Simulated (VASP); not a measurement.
Level of theory: PBEsol GGA, VASP's PBE PAW potentials (set 64) (plane waves; VASP).

Input for VASP

### POSCAR
```
RhB
1.0
  2.6812705519   0.0000000000   0.0000000000
  0.0000000000   2.6812705519   0.0000000000
  0.0000000000   0.0000000000   2.6812705519
Rh B
1 1
Cart
  0.0000000000   0.0000000000   0.0000000000
  1.3406352759   1.3406352759   1.3406352759
```

File KPOINTS:
```
Automatic mesh
0
G
 12 12 12
0 0 0
```

**INCAR**
```
# general
SYSTEM  = RhB
PREC    = Accurate
ENCUT   = 520
LREAL   = F
LASPH   = T

# electronic loop
EDIFF   = 1E-6
NELM    = 100
ALGO    = Normal
LMAXMIX = 4

# smearing
ISMEAR  = 1
SIGMA   = 0.1

# functional
GGA     = PS

# ions
IBRION  = 2
NSW     = 60
ISIF    = 3
EDIFFG  = -0.01

# output
LWAVE   = F
LCHARG  = F
```

POTCAR, in this order: Rh_pv B (PBE.64 set). Program: vasp_std.

Q: Predict the energy per atom (σ→0), volume per atom, band gap (on the k-mesh).

A: 
| Property | Value |
|---|---|
| energy per atom (σ→0) | -7.650 eV/atom |
| band gap (on the k-mesh) | none (metal, semimetal or under 0.01 eV) |
| volume per atom | 9.63 Å³/atom |

**OSZICAR**
```
...
       N       E                     dE             d eps       ncg     rms          rms(c)
DAV:   1    -0.153014462262E+02   -0.21976E-02   -0.25218E-02  2204   0.234E+00    0.373E-01
DAV:   2    -0.153001452860E+02    0.13009E-02   -0.12690E-02  2194   0.145E+00    0.190E-01
DAV:   3    -0.152993664311E+02    0.77885E-03   -0.17047E-03  2199   0.518E-01    0.437E-02
DAV:   4    -0.152993421752E+02    0.24256E-04   -0.11160E-04  2259   0.846E-02    0.976E-03
DAV:   5    -0.152993410732E+02    0.11020E-05   -0.50936E-06  2291   0.220E-02    0.656E-03
DAV:   6    -0.152993405664E+02    0.50683E-06   -0.11192E-06  1633   0.132E-02
   3 F= -.15299341E+02 E0= -.15299173E+02  d E =-.258686E-04
```

The structure was generated: RhB was put into the CsCl type type (Pm-3m), which need not be its known phase. This run relaxes it. Symmetry was kept, so distortions that lower it aren't found. The start is the result of an earlier pass.
